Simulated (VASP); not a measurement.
Crystal: TaAs.

```
CELL_PARAMETERS angstrom
-1.72181 1.72181 5.86794
1.72181 -1.72181 5.86794
1.72181 1.72181 -5.86794
ATOMIC_POSITIONS crystal
Ta 0.49997 0.99997 0.50000
Ta 0.74997 0.74997 0.00000
As 0.08263 0.58263 0.50000
As 0.33263 0.33263 0.00000
```

The cell is a database's computed one.

* Program: VASP 6.6.1
* Task: relaxation of cell and atoms
* Functional: PBE
* Dispersion: D3(BJ)
* Potentials or basis: VASP PAW PBE potentials, release 64 (Ta_pv, As)
* Cutoff: 600 eV
* k mesh: 16 × 16 × 16
* Occupations: methfessel-paxton, width 0.1 eV
* Spin: no spin polarisation

At the start: pressure -3.1 GPa; volume 17.40 Å³/atom.

Q: Where does the relaxation end?

A: Over 7 steps the energy falls by 3.6 meV/atom and the volume is 17.08 Å³/atom (-1.8 %); space group I4_1md (No. 109, to 0.05 Å).

Step by step:
```
step  energy change (eV)  largest force (eV/Å)  pressure (GPa)  volume (Å³)
   1              0.0000                0.0255           -3.12        69.59
   2              0.0288                0.0747            6.55        66.23
   3             -0.0125                0.0408            0.09        68.37
   4             -0.0141                0.0433            0.02        68.36
   5             -0.0144                0.0444           -0.01        68.35
   6             -0.0145                0.0124            0.00        68.33
   7             -0.0145                0.0001            0.01        68.34
```

Final structure:
```yaml
crystal:
  lattice:
    - [-1.71782, 1.71782, 5.78945]
    - [1.71782, -1.71782, 5.78945]
    - [1.71782, 1.71782, -5.78945]
  atoms:
    - { symbol: Ta, position: [0.50039, 0.00039, 0.50000] }
    - { symbol: Ta, position: [0.75039, 0.75039, 0.00000] }
    - { symbol: As, position: [0.08221, 0.58221, 0.50000] }
    - { symbol: As, position: [0.33221, 0.33221, 0.00000] }
```

Caveat: pairwise dispersion overbinds metals, which lowers pressure and volume.
